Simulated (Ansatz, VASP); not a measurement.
# CoICl (1T-CoClI monolayer): VASP beside Ansatz, part 2 of 2

One calculation is typed for both programs; each brings its own data sets. How far apart do they land? Of the first pair: The structure shown is the start of the Ansatz relaxation below; VASP solves that cell, so the two are compared at the walk's first step.

VASP 6.6.1 and Ansatz 0.2.0.

So far: Set-up; Ansatz: relaxation, LDA.

## Step 3: VASP: single point, LDA, start cell, pair 1

Level of this step: LDA, spin-polarised from a ferromagnetic start; plane waves and PAW (I, Co, Cl) (VASP).

The same cell, functional (in two slightly different forms), mesh and smearing now go to VASP, with its own data sets.

Lines of VASP's logs that name or quote its potential files are left out, and so is its time.

INCAR reads:

```
SYSTEM = CoICl
PREC = Accurate
ENCUT = 520
EDIFF = 1E-06
NELM = 200
ISMEAR = -1
SIGMA = 0.05
LREAL = .FALSE.
ALGO = Normal
GGA = CA
NBANDS = 20
ISPIN = 2
MAGMOM = 0.02 0.82 0.06
LASPH = .TRUE.
LMAXMIX = 4
LORBIT = 11
LWAVE = .FALSE.
LCHARG = .FALSE.
ISIF = 2
LDIPOL = .TRUE.
IDIPOL = 3
DIPOL = 0.5 0.5 0.503
LVHAR = .TRUE.
GGA_COMPAT = .FALSE.
NELMDL = -8
KPAR = 2
```

POSCAR reads:

```
CoICl
1.0
    3.5852010000      0.0000000000      0.0000000000
   -1.7926010000      3.1048750000      0.0000000000
    0.0000000000      0.0000000000     35.9793230000
I Co Cl
1 1 1
Direct
    0.6666667989      0.3333332260      0.4655451688
    0.0000000000      0.0000000000      0.5095953306
    0.3333334800      0.6666667740      0.5344548312
```

KPOINTS reads:

```
Automatic mesh
0
Gamma
12 12 1
0 0 0
```

The projector-augmented-wave data sets are I, Co and Cl (LDA family, release 64).

The run is started by

```bash
> mpirun -np 2 vasp_std
```

Numbers of over 12 decimals in the logs are rounded to 6 here.

The log of the run:

```text
[banner, memory and clock lines left out]
running    2 mpi-ranks, on    1 nodes
 distrk:  each k-point on    1 cores,    2 groups
 distr:  one band on    1 cores,    1 groups

 POSCAR found type information on POSCAR I CoCl
 POSCAR found :  3 types and       3 ions
 LDA part: xc-table for (Slater(with rela. corr.)+CA(PZ))
 , standard interpolation
 POSCAR, INCAR and KPOINTS ok, starting setup
 FFT: planning ... GRIDC
 FFT: planning ... GRID_SOFT
 FFT: planning ... GRID
 WAVECAR not read
 entering main loop
       N       E                     dE             d eps       ncg     rms          rms(c)
DAV:   1     0.183274594520E+03    0.18327E+03   -0.68115E+03  1520   0.778E+02
DAV:   2     0.154996722420E+02   -0.16777E+03   -0.15745E+03  2100   0.189E+02
DAV:   3    -0.124871434625E+02   -0.27987E+02   -0.27320E+02  2020   0.791E+01
DAV:   4    -0.134672554461E+02   -0.98011E+00   -0.97554E+00  2196   0.187E+01
DAV:   5    -0.134899610241E+02   -0.22706E-01   -0.22698E-01  2316   0.276E+00
DAV:   6    -0.134902529333E+02   -0.29191E-03   -0.29190E-03  2220   0.268E-01
DAV:   7    -0.134902582035E+02   -0.52702E-05   -0.52702E-05  2372   0.400E-02
DAV:   8    -0.134902582630E+02   -0.59464E-07   -0.59384E-07  1928   0.433E-03    0.130E+01
DAV:   9    -0.141523339231E+02   -0.66208E+00   -0.10934E+01  1944   0.485E+01    0.132E+01
DAV:  10    -0.131454976668E+02    0.10068E+01   -0.16124E+01  2088   0.636E+01    0.726E+00
DAV:  11    -0.127969237551E+02    0.34857E+00   -0.12333E+00  2176   0.139E+01    0.254E+00
DAV:  12    -0.127752047928E+02    0.21719E-01   -0.10754E-01  2396   0.319E+00    0.103E+00
DAV:  13    -0.127742363186E+02    0.96847E-03   -0.11752E-02  2396   0.766E-01    0.477E-01
DAV:  14    -0.127743700702E+02   -0.13375E-03   -0.12030E-03  2160   0.316E-01    0.262E-01
[...]
DAV:  26    -0.127751851030E+02   -0.34091E-04   -0.10319E-06  1724   0.382E-03    0.541E-03
DAV:  27    -0.127752131443E+02   -0.28041E-04   -0.98757E-07  1688   0.411E-03    0.410E-03
DAV:  28    -0.127752239013E+02   -0.10757E-04   -0.48661E-07  1640   0.404E-03    0.292E-03
DAV:  29    -0.127752282625E+02   -0.43613E-05   -0.26417E-07  1612   0.381E-03    0.136E-03
DAV:  30    -0.127752312481E+02   -0.29856E-05   -0.55991E-08  1668   0.129E-03    0.604E-04
DAV:  31    -0.127752337269E+02   -0.24788E-05   -0.25692E-08  1508   0.971E-04    0.456E-04
DAV:  32    -0.127752356470E+02   -0.19201E-05   -0.21348E-08  1644   0.626E-04    0.215E-04
DAV:  33    -0.127752365048E+02   -0.85774E-06   -0.68516E-09  1668   0.356E-04
   1 F= -.12775237E+02 E0= -.12766676E+02  d E =-.171205E-01  mag=     0.9570
```

Parts of OUTCAR (step 3):

```text
ion  position               nearest neighbor table
   1  0.667  0.333  0.466-   2 2.61   2 2.61   2 2.61
   2  0.000  0.000  0.510-   3 2.25   3 2.25   3 2.25   1 2.61   1 2.61   1 2.61
   3  0.333  0.667  0.534-   2 2.25   2 2.25   2 2.25

  LATTYP: Found a hexagonal cell.
 ALAT       =     3.5852010000
 C/A-ratio  =    10.0355107008

 Subroutine GETGRP returns: Found  6 space group operations
 (whereof  6 operations were pure point group operations)

The static configuration has the point symmetry C_3v.

 Found     19 irreducible k-points:

   k-points           NKPTS =     19   k-points in BZ     NKDIM =     19   number of bands    NBANDS=     20

   dimension x,y,z NGX =    28 NGY =   28 NGZ =  270
   dimension x,y,z NGXF=    56 NGYF=   56 NGZF=  540

   ENCUT  =  520.0 eV  38.22 Ry    6.18 a.u.   6.67  6.67 66.90*2*pi/ulx,y,z

   NELECT =      23.0000    total number of electrons

 k-points in reciprocal lattice and weights: Automatic mesh
   0.00000000  0.00000000  0.00000000       0.007
   0.08333333 -0.00000000  0.00000000       0.042
   0.16666667 -0.00000000  0.00000000       0.042
   0.25000000  0.00000000  0.00000000       0.042
   0.33333333 -0.00000000  0.00000000       0.042
   0.41666667 -0.00000000  0.00000000       0.042
   0.50000000  0.00000000  0.00000000       0.021
   0.08333333  0.08333333  0.00000000       0.042
   0.16666667  0.08333333  0.00000000       0.083
[...]
0.33333333  0.25000000  0.00000000       0.083
   0.33333333  0.33333333  0.00000000       0.014

 dipolmoment           0.000000      0.000000      0.056306 electrons x Angstroem

 average (electrostatic) potential at core
       1-100.6252       2 -91.1650       3-103.8513

 E-fermi :  -3.1391

 spin component 1
 k-point     1 :       0.0000    0.0000    0.0000
  band No.  band energies     occupation
    ...
      7      -4.9965      1.00000
      8      -4.9965      1.00000
      9      -4.4937      1.00000
     10      -4.4937      1.00000
     11      -3.9378      1.00000
     12      -2.4118      0.00000
     13      -2.4118      0.00000
     14       0.0875      0.00000
     15       1.1236      0.00000
     16       1.4831      0.00000
    ...

 k-point     2 :       0.0833   -0.0000    0.0000
  band No.  band energies     occupation
    ...
      7      -5.4046      1.00000
      8      -5.2162      1.00000
      9      -4.5912      1.00000
     10      -4.3473      1.00000
     11      -3.8074      1.00000
     12      -2.7259      0.00026
     13      -2.4964      0.00000
     14       0.2942      0.00000
     15       1.2821      0.00000
     16       1.5933      0.00000
    ...

 k-point     3 :       0.1667   -0.0000    0.0000
  band No.  band energies     occupation
    ...
      8      -5.5864      1.00000
      9      -4.6284      1.00000
     10      -4.2059      1.00000
     11      -3.7449      0.99999
     12      -3.2857      0.94944
     13      -2.6629      0.00007
     14       0.7584      0.00000
     15       1.6016      0.00000
     16       1.8957      0.00000
     17       2.2042      0.00000
    ...

 k-point     4 :       0.2500    0.0000    0.0000
  band No.  band energies     occupation
    ...
      8      -5.8307      1.00000
      9      -4.6046      1.00000
     10      -4.2239      1.00000
     11      -3.9521      1.00000
     12      -3.4868      0.99905
     13      -2.7690      0.00061
     14       1.1788      0.00000
     15       1.5130      0.00000
     16       2.2822      0.00000
     17       2.4205      0.00000
    ...

 k-point     5 :       0.3333   -0.0000    0.0000
  band No.  band energies     occupation
    ...
      8      -6.1452      1.00000
      9      -4.5809      1.00000
     10      -4.3504      1.00000
     11      -4.1194      1.00000
     12      -3.4077      0.99538
     13      -2.7890      0.00091
     14       0.7789      0.00000
     15       1.8609      0.00000
     16       2.4381      0.00000
     17       3.1557      0.00000
    ...

 k-point     6 :       0.4167   -0.0000    0.0000
  band No.  band energies     occupation
    ...
      8      -6.4124      1.00000
      9      -4.5475      1.00000
     10      -4.4724      1.00000
     11      -4.2798      1.00000
     12      -3.2126      0.81310
     13      -2.7781      0.00073
     14       0.3928      0.00000
     15       1.8813      0.00000
     16       2.7285      0.00000
     17       3.7092      0.00000
    ...

  Total        0.0133431      0.0133431      1.0053941     -0.0000000      0.0000000     -0.0000000
  in kB        0.0533771      0.0533771      4.0219465     -0.0000000      0.0000000     -0.0000000
  external PRESSURE =       1.3762336 kB  Pullay stress =       0.0000000 kB

  energy-cutoff  :      520.00
  volume of cell :      400.51
      direct lattice vectors                 reciprocal lattice vectors
     3.585201000  0.000000000  0.000000000     0.278924389  0.161037124  0.000000000
    -1.792601000  3.104875000  0.000000000     0.000000000  0.322074158  0.000000000
     0.000000000  0.000000000 35.979323000     0.000000000  0.000000000  0.027793741

 POSITION                                       TOTAL-FORCE (eV/Angst)
 -----------------------------------------------------------------------------------
      1.79260      1.03496     16.75000         0.000000      0.000000      0.106428
      0.00000      0.00000     18.33489        -0.000000      0.000000     -1.432565
      0.00000      2.06992     19.22932        -0.000000      0.000000      1.326137
 -----------------------------------------------------------------------------------
    total drift:                               -0.000594     -0.000124      0.000456

  FREE ENERGIE OF THE ION-ELECTRON SYSTEM (eV)
  ---------------------------------------------------
  free  energy   TOTEN  =       -12.7752365048 eV

  energy  without entropy=      -12.7581160514  energy(sigma->0) =      -12.76667628

 vacuum level on the upper side and lower side of the slab         2.262         1.347

 total charge
# of ion       s       p       d       tot
------------------------------------------
    1        1.528   2.724   0.057   4.308
    2        0.355   0.438   7.456   8.248
    3        1.595   3.478   0.000   5.074
--------------------------------------------------
tot          3.478   6.640   7.512  17.631

 magnetization (x)
# of ion       s       p       d       tot
------------------------------------------
    1        0.006   0.011   0.008   0.025
    2        0.005   0.007   0.796   0.807
    3        0.010   0.041   0.000   0.051
--------------------------------------------------
tot          0.021   0.059   0.804   0.883

[... 6 further parts left out ...]
```

## Step 4: Side by side

Known differences besides the potentials themselves: VASP starts from the moments at which Ansatz ended; the two LDA forms differ slightly; Ansatz cuts the interaction across the vacuum, VASP repeats the sheet with a dipole correction; the data sets hold 41 valence electrons in Ansatz (on its default PAW (the set named soft_2) files) and 23 in VASP; the cutoff is 420 eV in Ansatz and 520 eV in VASP; VASP's log shows a relativistic correction to its local exchange, Ansatz's none. Total energies have different zeros and are not compared.

Forces (eV/Å; atoms numbered as in POSCAR):

| atom | Ansatz x, y, z | VASP x, y, z |
| --- | --- | --- |
| I1 | 0.000, 0.000, 0.065 | 0.000, 0.000, 0.106 |
| Co2 | 0.000, 0.000, -1.388 | 0.000, 0.000, -1.433 |
| Cl3 | 0.000, 0.000, 1.322 | 0.000, 0.000, 1.326 |

The forces differ by 20 meV/Å r.m.s., which is 3.1 % of the r.m.s. force of 0.652 eV/Å (both taken over all components). Moments aren't recorded for both runs of this pair, so they may hold unlike magnetic states. With vacuum in the cell, a pressure given here is an average over mostly empty space and none of the material.

## Step 5: Ansatz: relaxation, LDA

This run makes the geometry at which the two programs are then compared.

The structure compared here is the end of the Ansatz relaxation.

input.yaml reads:

```yaml
crystal:
  lattice:
    - [3.585201, 0.0, 0.0]
    - [-1.7926005, 3.1048751437, 0.0]
    - [0.0, 0.0, 35.9793226425]
  atoms:
    - { symbol: I, position: [0.6666666667, 0.3333333333, 0.4655451734] }
    - { symbol: Co, position: [0.0, 0.0, 0.5095953483], spin: 3.0 }
    - { symbol: Cl, position: [0.3333333333, 0.6666666667, 0.5344548266] }
  periodic: [true, true, false]
magnetization:
  spin_polarized: true
kpoints:
  mp_grid: { grid: [12, 12, 1] }
hamiltonian:
  xc: lda
scf:
  occupations: { method: fermi_dirac, width: 0.05 }
  convergence: { dr2_threshold: 1.0e-09 }
relax:
  f_tol: 0.004
  max_steps: 90
  cell: {}
output:
  write_potential: true
  write_density: true
  volumetric_format: npy
```

The run is started by

```bash
> ansatz run input.yaml --threads 8 --pin off --max-ram 12288MiB --backend cpu --events-out ev --progress --plain --runs-dir out
```

The log of the run:

```text
[...]
Crystal: 3 atoms, lattice volume = 400.507 Å³
Basis set: ecut = 420 eV, 7699 PW (Γ)
Bands: 27, of which v1, the nominal top of the filled ones, is band 21 counted from 1 (20 counted from 0)
Symmetry: 6 space group operations
[...]
k-points: 19 of 144 (time reversal used)
[...]
--- Relaxed structure (6 steps of the walk, 6 accepted, 1 SCFs on fresh bases) ---
[...]
cell:  # Å, volume = 392.6339 Å³
    - [3.549785, 0.0, 0]
    - [-1.774893, 3.074204, 0]
    - [0, 0, 35.9793226425]
  atoms:
    - { symbol: I, position: [0.666667, 0.333333, 0.465571] }
    - { symbol: Co, position: [0, 0, 0.505969] }
    - { symbol: Cl, position: [0.333333, 0.666667, 0.538055] }
[key lines of the parts left out:]
SCF converged after 8 iterations
Magnetization: 0.9954 μB (20.9977 up, 20.0023 down)
Free energy (F): -13463.163391 eV
Fermi energy:    -4.878366 eV
P = ½ c Tr σ = 0.0003 N/m
```

## Step 6: VASP: single point, LDA, relaxed cell, pair 2

The same cell, functional (in two slightly different forms), mesh and smearing now go to VASP, with its own data sets.

INCAR is that of step 3.

POSCAR reads:

```
CoICl
1.0
    3.5497854076      0.0000000000      0.0000000000
   -1.7748927038      3.0742043410      0.0000000000
    0.0000000000      0.0000000000     35.9793226425
I Co Cl
1 1 1
Direct
    0.6666666667      0.3333333333      0.4655712011
    0.0000000000      0.0000000000      0.5059692812
    0.3333333333      0.6666666667      0.5380548660
```

KPOINTS is that of step 3.

The run is started by

```bash
> mpirun -np 2 vasp_std
```

The log of the run:

```text
[... set-up lines as in an earlier step ...]
 entering main loop
       N       E                     dE             d eps       ncg     rms          rms(c)
DAV:   1     0.182098868585E+03    0.18210E+03   -0.67803E+03  1520   0.776E+02
DAV:   2     0.150676660615E+02   -0.16703E+03   -0.15645E+03  2056   0.191E+02
DAV:   3    -0.125631121149E+02   -0.27631E+02   -0.26949E+02  1976   0.788E+01
DAV:   4    -0.136556168342E+02   -0.10925E+01   -0.10869E+01  2180   0.200E+01
[...]
DAV:  31    -0.129536150319E+02   -0.18065E-05   -0.21424E-08  1612   0.721E-04    0.476E-04
DAV:  32    -0.129536166794E+02   -0.16475E-05   -0.31674E-08  1508   0.549E-04    0.160E-04
DAV:  33    -0.129536172321E+02   -0.55274E-06   -0.71012E-09  1640   0.318E-04
   1 F= -.12953617E+02 E0= -.12944260E+02  d E =-.187141E-01  mag=     0.9878
```

OUTCAR, selected parts (step 6):

```text
  Total       -0.0274685     -0.0274685     -0.0176895      0.0000000     -0.0000000      0.0000000
  in kB       -0.1120877     -0.1120877     -0.0721834      0.0000000     -0.0000000      0.0000000
  external PRESSURE =      -0.0987863 kB  Pullay stress =       0.0000000 kB

 POSITION                                       TOTAL-FORCE (eV/Angst)
 -----------------------------------------------------------------------------------
      1.77489      1.02473     16.75094        -0.000000      0.000000      0.009017
      0.00000      0.00000     18.20443        -0.000000      0.000000     -0.015219
     -0.00000      2.04947     19.35885         0.000000     -0.000000      0.006202
 -----------------------------------------------------------------------------------
    total drift:                                0.000000     -0.000000      0.000888

  FREE ENERGIE OF THE ION-ELECTRON SYSTEM (eV)
  ---------------------------------------------------
  free  energy   TOTEN  =       -12.9536172321 eV

  energy  without entropy=      -12.9349031365  energy(sigma->0) =      -12.94426018

 magnetization (x)
# of ion       s       p       d       tot
------------------------------------------
    1        0.008   0.018   0.009   0.035
    2        0.003   0.003   0.802   0.808
    3        0.008   0.047   0.000   0.055
--------------------------------------------------
tot          0.019   0.068   0.811   0.898

[... 1 part as in an earlier step ...]

[... 2 further parts left out ...]
[key lines of the parts left out:]
E-fermi :  -3.0399
```

## Step 7: Differences

What differs besides the data sets and the points named for the pairs above, as far as they apply: the data sets hold 41 valence electrons in Ansatz (on its default PAW (the set named soft_2) files) and 23 in VASP; site moments are counted in spheres of each program's own size. Total energies have different zeros and are not compared.

Compared:

| quantity | Ansatz | VASP | difference |
| --- | --- | --- | --- |
| total moment (μB) | 1.00 | 0.99 | +0.01 |
| moment on Co2 (μB) | 0.82 | 0.81 | +0.01 |
| moment on Cl3 (μB) | 0.06 | 0.06 | 0.00 |

At this near-relaxed geometry the largest component of a force difference is 15 meV/Å. With vacuum in the cell, a pressure given here is an average over mostly empty space and none of the material.

## Step 8: Summary of results

| Property | Result |
| --- | --- |
| r.m.s. force difference (single point, LDA, start cell, pair 1) | 3.1 % of the r.m.s. force |
| difference in total moment (single point, LDA, relaxed cell, pair 2) | 0.0076 μB |
| r.m.s. force difference (single point, LDA, relaxed cell, pair 2) | 6.1 meV/Å |

What this shows: The r.m.s. force difference is 3.1 % of the r.m.s. force (single point, LDA, start cell, pair 1), at about the 3 % picked in this series as the mark of a large difference. The data sets hold unlike numbers of valence electrons (41 in Ansatz and 23 in VASP), so part of the differences comes from the potentials. What causes the difference of the single point, LDA, start cell, pair 1 pair stays open here. How closely two codes agree says nothing of how well the functional describes the real material.

[Lines on the potential files, build, host, timing and source positions are cut from VASP's logs without a mark.]

[Logs are printed without paths, hosts, clocks, repeated set-up lines and the standing remarks that a program may print on its own settings, such as how far it seeks lower states.]

[Hosts, paths, dates, database ids (printed as entryN), source tags and the programs' standing remarks are cut or masked in the printed files.]
